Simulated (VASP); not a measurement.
# Quasiparticle energies of AlN in VASP

Wanted: how far GW moves the Kohn-Sham levels of AlN. The cell is of the zinc-blende type, one of the forms listed for this formula. The start is a computed cell from the Materials Project.

Method: PBE; plane waves and PAW (Al_GW, N_GW), in the first sound run; inputs show where later runs differ, in VASP 6.6.1.

### 1. Starting point

It takes space group F-43m (No. 216, cubic). The conventional cell has a = 4.368 Å, b = 4.368 Å, c = 4.368 Å, α = 90.00°, β = 90.00°, γ = 90.00°. Nearest to Al lie 4 N at 1.89 Å. Nearest to N lie 4 Al at 1.89 Å. Farther neighbours and most contacts between anions are not listed.

As a file:

```xyz
2
Lattice="0.0000 2.1840 2.1840 2.1840 0.0000 2.1840 2.1840 2.1840 0.0000" Properties=species:S:1:pos:R:3 pbc="T T T"
Al    0.0000    0.0000    0.0000
N     1.0920    1.0920    1.0920
```

### 2. Empty bands

ALGO = Exact makes the empty bands from the converged ground state in one step. LOPTICS writes the k-derivatives of the orbitals (WAVEDER), which give the long-wavelength limit of the screening.

Input file INCAR:

```
SYSTEM = AlN
PREC = Accurate
ENCUT = 450
ISMEAR = 0
SIGMA = 0.01
LREAL = .FALSE.
GGA = PE
NBANDS = 24
ALGO = Exact
NELM = 1
LWAVE = .TRUE.
LCHARG = .FALSE.
LOPTICS = .TRUE.
NEDOS = 1000
CSHIFT = 0.1
```

Input file POSCAR:

```
AlN
1.0
    0.0000000000      2.1839935596      2.1839935596
    2.1839935596      0.0000000000      2.1839935596
    2.1839935596      2.1839935596      0.0000000000
Al N
1 1
Direct
    0.0000000000      0.0000000000      0.0000000000
    0.2500000000      0.2500000000      0.2500000000
```

Input file KPOINTS:

```
Automatic mesh
0
Gamma
4 4 4
0 0 0
```

Potentials, in the order of the species: Al_GW and N_GW (PBE family, release 64).

Command:

```bash
mpirun -np 8 vasp_std
```

Output:

```text
[banner, memory and clock lines left out]
running    8 mpi-ranks, on    1 nodes
 distrk:  each k-point on    8 cores,    1 groups
 distr:  one band on    1 cores,    8 groups

 POSCAR found type information on POSCAR AlN
 POSCAR found :  2 types and       2 ions
|                                                                             |
|           W    W    AA    RRRRR   N    N  II  N    N   GGGG   !!!           |
|           W    W   A  A   R    R  NN   N  II  NN   N  G    G  !!!           |
|           W    W  A    A  R    R  N N  N  II  N N  N  G       !!!           |
|           W WW W  AAAAAA  RRRRR   N  N N  II  N  N N  G  GGG   !            |
|           WW  WW  A    A  R   R   N   NN  II  N   NN  G    G                |
|           W    W  A    A  R    R  N    N  II  N    N   GGGG   !!!           |
|                                                                             |
|     For optimal performance we recommend to set                             |
|       NCORE = 2 up to number-of-cores-per-socket                            |
|     NCORE specifies how many cores store one orbital (NPAR=cpu/NCORE).      |
|     This setting can greatly improve the performance of VASP for DFT.       |
|     The default, NCORE=1 might be grossly inefficient on modern             |
|     multi-core architectures or massively parallel machines. Do your        |
|     Unfortunately you need to use the default for GW and RPA                |
|     calculations (for HF NCORE is supported but not extensively tested      |
|     yet).                                                                   |
|                                                                             |

 LDA part: xc-table for (Slater+PW92), standard interpolation
 found WAVECAR, reading the header
  number of bands has changed, file:    10 present:    24
  trying to continue reading WAVECAR, but it might fail
 POSCAR, INCAR and KPOINTS ok, starting setup
 FFT: planning ... GRIDC
 FFT: planning ... GRID_SOFT
 FFT: planning ... GRID
 reading WAVECAR
 random initialization beyond band           10
 the WAVECAR file was read successfully
 initial charge from wavefunction
 entering main loop
       N       E                     dE             d eps       ncg     rms          rms(c)
DIA:   1    -0.148251867536E+02   -0.14825E+02    0.00000E+00     0   0.000E+00
   1 F= -.14825187E+02 E0= -.14825187E+02  d E =-.831828E-12
 writing wavefunctions
 optical routines
 imaginary and real dielectric function
 recalculating local potential from charge density
 direction            1
 direction            2
 direction            3
```

It took 2.2 s on 8 MPI ranks of AMD EPYC 7R43, shared host; peak memory 0.63 GiB.

The logs omit lines about the potential files and the build; timing stands in the text.

From OUTCAR (step 2):

```text
ion  position               nearest neighbor table
   1  0.000  0.000  0.000-   2 1.89   2 1.89   2 1.89   2 1.89
   2  0.250  0.250  0.250-   1 1.89   1 1.89   1 1.89   1 1.89

  LATTYP: Found a face centered cubic cell.
 ALAT       =     4.3679871192

 Subroutine GETGRP returns: Found 24 space group operations
 (whereof 24 operations were pure point group operations)

The static configuration has the point symmetry T_d .

 Found      8 irreducible k-points:

   k-points           NKPTS =      8   k-points in BZ     NKDIM =      8   number of bands    NBANDS=     24

   dimension x,y,z NGX =    24 NGY =   24 NGZ =   24
   dimension x,y,z NGXF=    48 NGYF=   48 NGZF=   48

   ENCUT  =  450.0 eV  33.07 Ry    5.75 a.u.   5.34  5.34  5.34*2*pi/ulx,y,z

   NELECT =       8.0000    total number of electrons

 k-points in reciprocal lattice and weights: Automatic mesh
   0.00000000  0.00000000  0.00000000       0.016
   0.25000000  0.00000000  0.00000000       0.125
   0.50000000  0.00000000  0.00000000       0.062
   0.25000000  0.25000000  0.00000000       0.094
   0.50000000  0.25000000  0.00000000       0.375
  -0.25000000  0.25000000  0.00000000       0.188
   0.50000000  0.50000000  0.00000000       0.047
  -0.25000000  0.50000000  0.25000000       0.094

 average (electrostatic) potential at core
       1 -49.9887       2 -59.9678

 E-fermi :   5.0251

 k-point     1 :       0.0000    0.0000    0.0000
  band No.  band energies     occupation
      1     -10.0154      2.00000
      2       4.9809      2.00000
      3       4.9809      2.00000
      4       4.9809      2.00000
      5       9.1564      0.00000
      6      17.5052      0.00000
      7      17.5052      0.00000
      8      17.5052      0.00000
      9      22.6353      0.00000
    ...

 k-point     2 :       0.2500    0.0000    0.0000
  band No.  band energies     occupation
      1      -9.1639      2.00000
      2       1.7087      2.00000
      3       4.7233      2.00000
      4       4.7233      2.00000
      5      11.4195      0.00000
      6      15.9276      0.00000
      7      17.2748      0.00000
      8      17.2748      0.00000
      9      21.2217      0.00000
    ...

 k-point     3 :       0.5000    0.0000    0.0000
  band No.  band energies     occupation
      1      -7.9629      2.00000
      2      -0.8945      2.00000
      3       4.4963      2.00000
      4       4.4963      2.00000
      5      12.3355      0.00000
      6      14.8321      0.00000
      7      16.0961      0.00000
      8      16.0961      0.00000
      9      22.9395      0.00000
    ...

  Total        0.3178358      0.3178358      0.3178358      0.0000000      0.0000000      0.0000000
  in kB       24.4415858     24.4415858     24.4415858      0.0000000      0.0000000      0.0000000
  external PRESSURE =      24.4415858 kB  Pullay stress =       0.0000000 kB

  energy-cutoff  :      450.00
  volume of cell :       20.83
      direct lattice vectors                 reciprocal lattice vectors
     0.000000000  2.183993560  2.183993560    -0.228938404  0.228938404  0.228938404
     2.183993560  0.000000000  2.183993560     0.228938404 -0.228938404  0.228938404
     2.183993560  2.183993560  0.000000000     0.228938404  0.228938404 -0.228938404

 POSITION                                       TOTAL-FORCE (eV/Angst)
 -----------------------------------------------------------------------------------
      0.00000      0.00000      0.00000         0.000000      0.000000      0.000000
      1.09200      1.09200      1.09200        -0.000000     -0.000000     -0.000000
 -----------------------------------------------------------------------------------
    total drift:                               -0.000000     -0.000000     -0.000000

  FREE ENERGIE OF THE ION-ELECTRON SYSTEM (eV)
  ---------------------------------------------------
  free  energy   TOTEN  =       -14.8251867536 eV

  energy  without entropy=      -14.8251867536  energy(sigma->0) =      -14.82518675

 plasma frequency squared (from intraband transitions) (eV^2)
  --------------------------------------------------------------------------------------
       0.000       0.000       0.000
       0.000       0.000       0.000
      -0.000       0.000       0.000

[... 3 further parts left out ...]
```

The gap is read on the k-mesh alone, so it is an upper bound where the band edges lie off the mesh.

A gap read on the k-mesh alone can miss the band edges.

Numbers from this step:

- gap on the k-mesh: 3.290 eV
- least direct gap on the k-mesh: 4.175 eV

WAVECAR now holds 24 bands for 8 electrons. Its independent-particle dielectric tensor has xx, yy, zz = 5.4, 5.4, 5.4 on this mesh, which isn't tested for convergence in mesh or bands and lacks local fields.

### 3. G0W0, bands in the sums 24

This step: G0W0 on PBE; plane waves and PAW (Al_GW, N_GW) (VASP 6.6.1).

G0W0 keeps orbitals and screening fixed and shifts each of the lowest NBANDSGW levels once.

Input file INCAR:

```
SYSTEM = AlN
PREC = Accurate
ENCUT = 450
ISMEAR = 0
SIGMA = 0.01
LREAL = .FALSE.
GGA = PE
NBANDS = 24
ALGO = EVGW0
NELMGW = 1
ENCUTGW = 200
NOMEGA = 64
PRECFOCK = Fast
NBANDSGW = 16
LWAVE = .FALSE.
LCHARG = .FALSE.
```

POSCAR is that of step 2.

KPOINTS is that of step 2.

Command:

```bash
mpirun -np 8 vasp_std
```

Output:

```text
[banner, memory and clock lines left out]
running    8 mpi-ranks, on    1 nodes
 distrk:  each k-point on    8 cores,    1 groups
 distr:  one band on    1 cores,    8 groups

 POSCAR found type information on POSCAR AlN
 POSCAR found :  2 types and       2 ions
 [... a notice as in an earlier step ...]

|                                                                             |
|           W    W    AA    RRRRR   N    N  II  N    N   GGGG   !!!           |
|           W    W   A  A   R    R  NN   N  II  NN   N  G    G  !!!           |
|           W    W  A    A  R    R  N N  N  II  N N  N  G       !!!           |
|           W WW W  AAAAAA  RRRRR   N  N N  II  N  N N  G  GGG   !            |
|           WW  WW  A    A  R   R   N   NN  II  N   NN  G    G                |
|           W    W  A    A  R    R  N    N  II  N    N   GGGG   !!!           |
|                                                                             |
|     The default for ENCUTGWSOFT is different in this version of VASP.       |
|     please manually set ENCUTGWSOFT =200 in the INCAR file.                 |
|                                                                             |

 LDA part: xc-table for (Slater+PW92), standard interpolation
 found WAVECAR, reading the header
 POSCAR, INCAR and KPOINTS ok, starting setup
 FFT: planning ... GRIDC
 FFT: planning ... GRID_SOFT
 FFT: planning ... GRID
 reading WAVECAR
 the WAVECAR file was read successfully
 initial charge from wavefunction
 available memory per node:     88.40 GB, setting MAXMEM to     90521

 The Fermi energy was updated, please check that it is located mid-gap
 values below the HOMO (VB) or above the LUMO (CB) will cause erroneous energies
 E-fermi :   6.6261

 calculate exact exchange contribution
 the WAVEDER file was read successfully
energies w=
    0.000    0.000    0.693    0.000    1.384    0.000    2.071    0.000
    2.755    0.000    3.432    0.000    4.103    0.000    4.766    0.000
    5.421    0.000    6.066    0.000    6.703    0.000    7.331    0.000
    7.951    0.000    8.562    0.000    9.165    0.000    9.762    0.000
   10.352    0.000   10.937    0.000   11.517    0.000   12.095    0.000
   12.670    0.000   13.244    0.000   13.818    0.000   14.395    0.000
   14.974    0.000   15.558    0.000   16.148    0.000   16.746    0.000
   17.354    0.000   17.973    0.000   18.606    0.000   19.256    0.000
   19.924    0.000   20.614    0.000   21.329    0.000   22.072    0.000
   22.848    0.000   23.660    0.000   24.515    0.000   25.417    0.000
   26.375    0.000   27.395    0.000   28.488    0.000   29.664    0.000
   30.937    0.000   32.321    0.000   33.838    0.000   35.510    0.000
   37.365    0.000   39.441    0.000   41.782    0.000   44.446    0.000
   47.511    0.000   51.077    0.000   55.283    0.000   60.317    0.000
   66.455    0.000   74.102    0.000   83.887    0.000   96.840    0.000
  114.776    0.000  141.208    0.000  183.954    0.000  264.641    0.000
 responsefunction array rank=     144
 LDA part: xc-table for (Slater+PW92), standard interpolation

 min. memory requirement per mpi rank     73.5 MB, per node    588.2 MB

 allocating   8 responsefunctions rank=   144
 shmem allocating  64 responsefunctions rank=   144
 response function shared by NCSHMEM nodes    1
 Doing            8  frequencies on each core in blocks of           64
NQ=   1    0.0000    0.0000    0.0000,
|.........|.........|.........|.........|.........|.........|.........|.........
 performed         16000 updates of chi_q(r,r)
 total number of BLAS operations          2.46 Gflops
NQ=   2    0.2500    0.0000    0.0000,
|.........|.........|.........|.........|.........|.........|.........|.........
 performed         53000 updates of chi_q(r,r)
 total number of BLAS operations          8.23 Gflops
NQ=   3    0.5000    0.0000    0.0000,
|.........|.........|.........|.........|.........|.........|.........|.........
 performed         84000 updates of chi_q(r,r)
 total number of BLAS operations         13.07 Gflops
NQ=   4    0.2500    0.2500    0.0000,
|.........|.........|.........|.........|.........|.........|.........|.........
 performed        121000 updates of chi_q(r,r)
 total number of BLAS operations         18.43 Gflops
NQ=   5    0.5000    0.2500    0.0000,
|.........|.........|.........|.........|.........|.........|.........|.........
 performed        175000 updates of chi_q(r,r)
 total number of BLAS operations         26.07 Gflops
NQ=   6   -0.2500    0.2500    0.0000,
|.........|.........|.........|.........|.........|.........|.........|.........
 performed        223000 updates of chi_q(r,r)
 total number of BLAS operations         33.05 Gflops
NQ=   7    0.5000    0.5000    0.0000,
|.........|.........|.........|.........|.........|.........|.........|.........
 performed        250000 updates of chi_q(r,r)
 total number of BLAS operations         36.50 Gflops
NQ=   8   -0.2500    0.5000    0.2500,
|.........|.........|.........|.........|.........|.........|.........|.........
 performed        286000 updates of chi_q(r,r)
 total number of BLAS operations         42.53 Gflops
 resolving degeneracies of screened two electron integrals

 calculate QP shifts <psi_nk| G(iteration)W_0 |psi_nk>: iteration 1
 entering main loop
```

It took 5.8 s on 8 MPI ranks; peak memory 0.86 GiB; 41 s of CPU time.

OUTCAR, selected parts (step 3):

```text
The static configuration has the point symmetry T_d .

 Found      8 irreducible k-points:

   k-points           NKPTS =      8   k-points in BZ     NKDIM =     64   number of bands    NBANDS=     24

   NELECT =       8.0000    total number of electrons

 E-fermi :   6.6261

 QP shifts <psi_nk| G(iteration)W_0 |psi_nk>: iteration 1
 for sc-GW calculations column KS-energies equals QP-energies in previous step
 and V_xc(KS)=  KS-energies - (<T + V_ion + V_H > + <T+V_H+V_ion>^1  + <V_x>^1)
 k-point   1 :       0.0000    0.0000    0.0000
  band No.  KS-energies  QP-energies   sigma(KS)   V_xc(KS)     V^pw_x(r,r')   Z            occupation Imag(sigma)
      1     -10.0154     -11.1446     -16.3906     -14.7867     -24.7606       0.7040       2.0000       1.3909
      2       4.9809       4.6111     -17.2335     -16.7580     -20.9026       0.7778       2.0000       0.0920
      3       4.9809       4.6111     -17.2335     -16.7580     -20.9026       0.7778       2.0000       0.0920
      4       4.9809       4.6111     -17.2335     -16.7580     -20.9026       0.7778       2.0000       0.0920
      5       9.1564      10.2431     -11.1475     -12.5015      -7.6621       0.8026       0.0000      -0.0700
      6      17.5052      18.8691      -8.5672     -10.2705      -4.0130       0.8007       0.0000      -0.1208
      7      17.5052      18.8691      -8.5672     -10.2705      -4.0130       0.8007       0.0000      -0.1208
      8      17.5052      18.8691      -8.5672     -10.2705      -4.0130       0.8007       0.0000      -0.1208
    ...

 k-point   2 :       0.2500    0.0000    0.0000
  band No.  KS-energies  QP-energies   sigma(KS)   V_xc(KS)     V^pw_x(r,r')   Z            occupation Imag(sigma)
      1      -9.1639     -10.2650     -16.7889     -15.2692     -25.0363       0.7245       2.0000       1.2869
      2       1.7087       0.9572     -15.2911     -14.2923     -19.2616       0.7524       2.0000       0.1282
      3       4.7233       4.3117     -17.0920     -16.5633     -20.7883       0.7785       2.0000       0.0931
      4       4.7233       4.3117     -17.0920     -16.5633     -20.7883       0.7785       2.0000       0.0931
      5      11.4195      12.6772     -11.3406     -12.9262      -7.6014       0.7932       0.0000      -0.0815
      6      15.9276      17.3040      -9.8950     -11.6541      -5.3639       0.7824       0.0000      -0.1332
      7      17.2748      18.5551      -8.5037     -10.1040      -3.8961       0.8001       0.0000      -0.1474
      8      17.2748      18.5551      -8.5037     -10.1040      -3.8961       0.8001       0.0000      -0.1474
    ...

 k-point   3 :       0.5000    0.0000    0.0000
  band No.  KS-energies  QP-energies   sigma(KS)   V_xc(KS)     V^pw_x(r,r')   Z            occupation Imag(sigma)
      1      -7.9629      -8.9864     -17.6964     -16.3042     -25.8395       0.7352       2.0000       1.1461
      2      -0.8945      -1.8513     -13.8858     -12.5698     -18.4465       0.7270       2.0000       0.2409
      3       4.4963       4.0513     -17.0028     -16.4273     -20.7440       0.7731       2.0000       0.0960
      4       4.4963       4.0513     -17.0028     -16.4273     -20.7440       0.7731       2.0000       0.0960
      5      12.3355      13.5048      -9.6652     -11.1123      -5.6792       0.8080       0.0000      -0.0818
      6      14.8321      16.2196     -11.3109     -13.1438      -6.6005       0.7570       0.0000      -0.1514
      7      16.0961      17.2723      -8.2953      -9.7607      -3.8699       0.8027       0.0000      -0.1192
      8      16.0961      17.2723      -8.2953      -9.7607      -3.8699       0.8027       0.0000      -0.1192
    ...

[... 7 parts as in an earlier step ...]

[... 5 further parts left out ...]
```

This step gave:

| Property | Result |
| --- | --- |
| quasiparticle gap on the mesh | 4.380 eV |
| smallest direct quasiparticle gap on the mesh | 5.632 eV |
| gap of the starting orbitals on the mesh | 3.290 eV |

GW takes the gap from 3.290 to 4.380 eV. The value holds for 24 bands, ENCUTGW = 200 eV and this mesh, and isn't shown to be converged in them.

### 4. Empty bands

This step: PBE; plane waves and PAW (Al_GW, N_GW) (VASP 6.6.1).

The empty bands are made again, for the run that follows.

Input file INCAR:

```
SYSTEM = AlN
PREC = Accurate
ENCUT = 450
ISMEAR = 0
SIGMA = 0.01
LREAL = .FALSE.
GGA = PE
NBANDS = 32
ALGO = Exact
NELM = 1
LWAVE = .TRUE.
LCHARG = .FALSE.
LOPTICS = .TRUE.
NEDOS = 1000
CSHIFT = 0.1
```

POSCAR is that of step 3.

KPOINTS is that of step 3.

Command:

```bash
mpirun -np 8 vasp_std
```

Output:

```text
[banner, memory and clock lines left out]
running    8 mpi-ranks, on    1 nodes
[...]
[... a notice as in an earlier step ...]

 LDA part: xc-table for (Slater+PW92), standard interpolation
 found WAVECAR, reading the header
  number of bands has changed, file:    10 present:    32
  trying to continue reading WAVECAR, but it might fail
 POSCAR, INCAR and KPOINTS ok, starting setup
[...]
reading WAVECAR
 random initialization beyond band           10
 the WAVECAR file was read successfully
 initial charge from wavefunction
 entering main loop
       N       E                     dE             d eps       ncg     rms          rms(c)
[... 1 cycle as in an earlier step ...]
   1 F= -.14825187E+02 E0= -.14825187E+02  d E =-.138085E-46
 writing wavefunctions
 optical routines
 imaginary and real dielectric function
 recalculating local potential from charge density
 direction            1
 direction            2
 direction            3
```

It took 2.2 s on 8 MPI ranks; peak memory 0.63 GiB; 12 s of CPU time.

OUTCAR, selected parts (step 4):

```text
  Total        0.3178358      0.3178358      0.3178358     -0.0000000     -0.0000000     -0.0000000
  in kB       24.4415858     24.4415858     24.4415858     -0.0000000     -0.0000000     -0.0000000
  external PRESSURE =      24.4415858 kB  Pullay stress =       0.0000000 kB

 POSITION                                       TOTAL-FORCE (eV/Angst)
 -----------------------------------------------------------------------------------
      0.00000      0.00000      0.00000         0.000000     -0.000000      0.000000
      1.09200      1.09200      1.09200        -0.000000      0.000000     -0.000000
 -----------------------------------------------------------------------------------
    total drift:                               -0.000000     -0.000000     -0.000000

[... 3 parts as in an earlier step ...]

[... 2 further parts left out ...]
[key lines of the parts left out:]
E-fermi :   5.0807
```

WAVECAR now holds 32 bands for 8 electrons.

(Part 1 of 4 ends here.)

[Lines on the potential files, build, host, timing and source positions are cut from VASP's logs without a mark.]

[Logs are printed without paths, hosts, clocks, repeated set-up lines and the standing remarks that a program may print on its own settings, such as how far it seeks lower states.]

[Hosts, paths, dates, database ids (printed as entryN), source tags and the programs' standing remarks are cut or masked in the printed files.]

[Pressures printed for these runs are not shown converged in the cutoff: they can be off by several GPa and have the wrong sign.]
